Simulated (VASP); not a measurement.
These are PBE GGA, VASP's PBE PAW potentials (set 64) (plane waves; VASP) values and carry that method's errors.

A VASP calculation is set up with these files.

INCAR:
```
SYSTEM = MnO2
PREC = Accurate
ENCUT = 620
EDIFF = 1E-6
NELM = 100
ALGO = Normal
LREAL = .FALSE.
LASPH = .TRUE.
ISMEAR = 1
SIGMA = 0.1
GGA = PE
LMAXMIX = 4
ISPIN = 2
MAGMOM = 2.5 -2.5 -0.0 0.0 0.0 -0.0
LORBIT = 10
LWAVE = .FALSE.
LCHARG = .FALSE.
IBRION = 2
ISIF = 3
NSW = 40
EDIFFG = -0.02
```

KPOINTS:
```
Automatic
0
Gamma
7 7 11
```

### POSCAR
```
MnO2
1.0
  4.4311292579   0.0000000000   0.0000000000
  0.0000000000   4.4311292579   0.0000000000
  0.0000000000   0.0000000000   2.8749590050
Mn O
2 4
Cart
  4.4311292579   0.0000000000   2.8749590050
  2.2155646290   2.2155646290   1.4374795025
  1.3481948480   1.3481948480   0.0000000000
  3.5637594769   0.8673697810   1.4374795025
  0.8673697810   3.5637594769   1.4374795025
  3.0829344099   3.0829344099   0.0000000000
```

POTCAR, in this order: Mn_pv O (PBE.64 set). Program: vasp_std.

What VASP printed:

**OUTCAR**
```
 ion  position               nearest neighbor table
   1  0.000  0.000  0.000-   4 1.89   5 1.89   4 1.89   5 1.89   3 1.91   6 1.91
   2  0.500  0.500  0.500-   3 1.89   6 1.89   3 1.89   6 1.89   5 1.91   4 1.91
   3  0.304  0.304  0.000-   2 1.89   2 1.89   1 1.91
   4  0.804  0.196  0.500-   1 1.89   1 1.89   2 1.91
   5  0.196  0.804  0.500-   1 1.89   1 1.89   2 1.91
   6  0.696  0.696  0.000-   2 1.89   2 1.89   1 1.91
  LATTYP: Found a simple tetragonal cell.
 ALAT       =     4.4311292579
 C/A-ratio  =     0.6488095557
 Subroutine PRICEL returns:
 Original cell was already a primitive cell.
 Subroutine GETGRP returns: Found 16 space group operations
The static configuration has the point symmetry D_2h.
 The point group associated with its full space group is D_4h.
The dynamic configuration has the point symmetry D_2h.
The overall configuration has the point symmetry D_2h.
 Subroutine INISYM returns: Found 16 space group operations
 Subroutine IBZKPT returns following result:
 Found     60 irreducible k-points:

 Following reciprocal coordinates:
            Coordinates               Weight
  0.000000  0.000000  0.000000      1.000000
  0.142857  0.000000  0.000000      4.000000
  0.285714  0.000000  0.000000      4.000000
  0.428571  0.000000  0.000000      4.000000
  0.142857  0.142857  0.000000      4.000000
  0.285714  0.142857  0.000000      8.000000
  0.428571  0.142857  0.000000      8.000000
  0.285714  0.285714  0.000000      4.000000
  0.428571  0.285714  0.000000      8.000000
  0.428571  0.428571  0.000000      4.000000
  0.000000  0.000000  0.090909      2.000000
  0.142857  0.000000  0.090909      8.000000
  0.285714  0.000000  0.090909      8.000000
  0.428571  0.000000  0.090909      8.000000
  0.142857  0.142857  0.090909      8.000000
  0.285714  0.142857  0.090909     16.000000
  0.428571  0.142857  0.090909     16.000000
...
```

**OSZICAR**
```
       N       E                     dE             d eps       ncg     rms          rms(c)
DAV:   1     0.698274343149E+03    0.69827E+03   -0.31664E+04  7256   0.227E+03
DAV:   2     0.272557040611E+02   -0.67102E+03   -0.63273E+03  7764   0.609E+02
DAV:   3    -0.604932094440E+02   -0.87749E+02   -0.85524E+02  9072   0.203E+02
DAV:   4    -0.641009701949E+02   -0.36078E+01   -0.33336E+01  8442   0.362E+01
DAV:   5    -0.641626568129E+02   -0.61687E-01   -0.61653E-01  7416   0.561E+00    0.432E+01
DAV:   6    -0.603026074253E+02    0.38600E+01   -0.17943E+02  9112   0.121E+02    0.575E+01
DAV:   7    -0.504029176248E+02    0.98997E+01   -0.14127E+02  9386   0.125E+02    0.198E+01
DAV:   8    -0.483202486957E+02    0.20827E+01   -0.92832E+00  7642   0.295E+01    0.810E+00
DAV:   9    -0.479224491551E+02    0.39780E+00   -0.20444E+00  9680   0.146E+01    0.313E+00
DAV:  10    -0.479380843691E+02   -0.15635E-01   -0.20436E-01  7590   0.381E+00    0.171E+00
DAV:  11    -0.479320886820E+02    0.59957E-02   -0.28350E-02  7676   0.202E+00    0.416E-01
DAV:  12    -0.479326197186E+02   -0.53104E-03   -0.33236E-03  8148   0.614E-01    0.237E-01
DAV:  13    -0.479324834406E+02    0.13628E-03   -0.31623E-04  9424   0.224E-01    0.981E-02
DAV:  14    -0.479324614177E+02    0.22023E-04   -0.84355E-05  8234   0.121E-01    0.326E-02
DAV:  15    -0.479324568680E+02    0.45497E-05   -0.74434E-05  8350   0.114E-01    0.203E-02
DAV:  16    -0.479324552442E+02    0.16238E-05   -0.13314E-05  7816   0.492E-02    0.801E-03
DAV:  17    -0.479324551892E+02    0.54997E-07   -0.11297E-06  3920   0.125E-02
   1 F= -.47932455E+02 E0= -.47932539E+02  d E =-.479325E+02  mag=     0.0000
       N       E                     dE             d eps       ncg     rms          rms(c)
DAV:   1    -0.479429330702E+02   -0.10478E-01   -0.19704E-01  7200   0.534E+00    0.101E+00
DAV:   2    -0.479409133835E+02    0.20197E-02   -0.88272E-02  8624   0.413E+00    0.116E+00
DAV:   3    -0.479328259000E+02    0.80875E-02   -0.33034E-02  9012   0.240E+00    0.260E-01
DAV:   4    -0.479325545128E+02    0.27139E-03   -0.55156E-03  7200   0.551E-01    0.122E-01
DAV:   5    -0.479324880698E+02    0.66443E-04   -0.24527E-04  8808   0.134E-01    0.590E-02
DAV:   6    -0.479324754631E+02    0.12607E-04   -0.98266E-05  7212   0.868E-02    0.265E-02
DAV:   7    -0.479324716443E+02    0.38188E-05   -0.95611E-06  9020   0.328E-02    0.693E-03
DAV:   8    -0.479324715949E+02    0.49442E-07   -0.77233E-07  3624   0.789E-03
   2 F= -.47932472E+02 E0= -.47932559E+02  d E =-.164057E-04  mag=    -0.0000
       N       E                     dE             d eps       ncg     rms          rms(c)
DAV:   1    -0.479351582737E+02   -0.26866E-02   -0.46783E-02  7200   0.260E+00    0.495E-01
DAV:   2    -0.479347935183E+02    0.36476E-03   -0.22041E-02  8640   0.207E+00    0.576E-01
DAV:   3    -0.479327298039E+02    0.20637E-02   -0.79391E-03  9016   0.118E+00    0.123E-01
DAV:   4    -0.479326761190E+02    0.53685E-04   -0.13353E-03  7200   0.247E-01    0.636E-02
DAV:   5    -0.479326541159E+02    0.22003E-04   -0.60144E-05  9344   0.733E-02    0.298E-02
DAV:   6    -0.479326501300E+02    0.39860E-05   -0.30926E-05  7212   0.428E-02    0.126E-02
DAV:   7    -0.479326491048E+02    0.10252E-05   -0.22859E-06  5396   0.134E-02    0.301E-03
DAV:   8    -0.479326491903E+02   -0.85558E-07   -0.30660E-07  3600   0.472E-03
   3 F= -.47932649E+02 E0= -.47932735E+02  d E =-.194001E-03  mag=    -0.0000
```

File OUTCAR:
```
------------------------ aborting loop because EDIFF is reached ----------------------------------------
  FORCE on cell =-STRESS in cart. coord.  units (eV):
  Direction    XX          YY          ZZ          XY          YZ          ZX
  --------------------------------------------------------------------------------------
  Total       -0.0138801     -0.0138801      0.0395004     -0.0000000      0.0000000      0.0000000
  in kB       -0.3947951     -0.3947951      1.1235186     -0.0000000      0.0000000      0.0000000
  external PRESSURE =       0.1113094 kB  Pullay stress =       0.0000000 kB
  volume of cell :       56.33
      direct lattice vectors                 reciprocal lattice vectors
     4.427849280  0.000000000  0.000000000     0.225843279 -0.000000000  0.000000000
     0.000000000  4.427849280  0.000000000    -0.000000000  0.225843279  0.000000000
     0.000000000  0.000000000  2.873070970     0.000000000  0.000000000  0.348059623
 POSITION                                       TOTAL-FORCE (eV/Angst)
 -----------------------------------------------------------------------------------
      0.00000      0.00000      0.00000        -0.000000      0.000000      0.000000
      2.21392      2.21392      1.43654        -0.000000      0.000000      0.000000
      1.34733      1.34733      0.00000        -0.004530     -0.004530      0.000000
      3.56126      0.86659      1.43654        -0.004530      0.004530      0.000000
      0.86659      3.56126      1.43654         0.004530     -0.004530      0.000000
      3.08052      3.08052      0.00000         0.004530      0.004530     -0.000000
 -----------------------------------------------------------------------------------
    total drift:                                0.000000      0.000000      0.000000
  FREE ENERGIE OF THE ION-ELECTRON SYSTEM (eV)
  ---------------------------------------------------
  free  energy   TOTEN  =       -47.9326491903 eV

  energy  without entropy=      -47.9329054586  energy(sigma->0) =      -47.93273461

 total charge

# of ion       s       p       d       tot
------------------------------------------
    1        0.347   6.454   4.901  11.702
    2        0.347   6.454   4.901  11.702
    3        1.565   3.453   0.000   5.019
    4        1.565   3.453   0.000   5.019
    5        1.565   3.453   0.000   5.019
    6        1.565   3.453   0.000   5.019
--------------------------------------------------
tot          6.955  26.721   9.803  43.478

 magnetization (x)

# of ion       s       p       d       tot
------------------------------------------
    1        0.013   0.021   2.488   2.521
    2       -0.013  -0.021  -2.488  -2.521
    3       -0.001  -0.049   0.000  -0.050
    4        0.001   0.049   0.000   0.050
    5        0.001   0.049   0.000   0.050
    6       -0.001  -0.049   0.000  -0.050
--------------------------------------------------
tot          0.000   0.000   0.000   0.000

 reached required accuracy - stopping structural energy minimisation
```
(Selected blocks of OUTCAR.)

**CONTCAR**
```
MnO2
   1.00000000000000
     4.4278492795557716    0.0000000000000000    0.0000000000000000
     0.0000000000000000    4.4278492795557716    0.0000000000000000
     0.0000000000000000    0.0000000000000000    2.8730709701998238
  Mn              O
     2     4
Direct
     0.0000000000000000    0.0000000000000000    0.0000000000000000
     0.5000000000000000    0.5000000000000000    0.5000000000000000
     0.3042856136112156    0.3042856136112156    0.0000000000000000
     0.8042856136112155    0.1957143863887845    0.5000000000000000
     0.1957143863887845    0.8042856136112155    0.5000000000000000
     0.6957143863887845    0.6957143863887845    0.0000000000000000
```

The compound is MnO2 in the rutile structure. This run relaxes it. Symmetry was kept, so distortions that lower it aren't found.
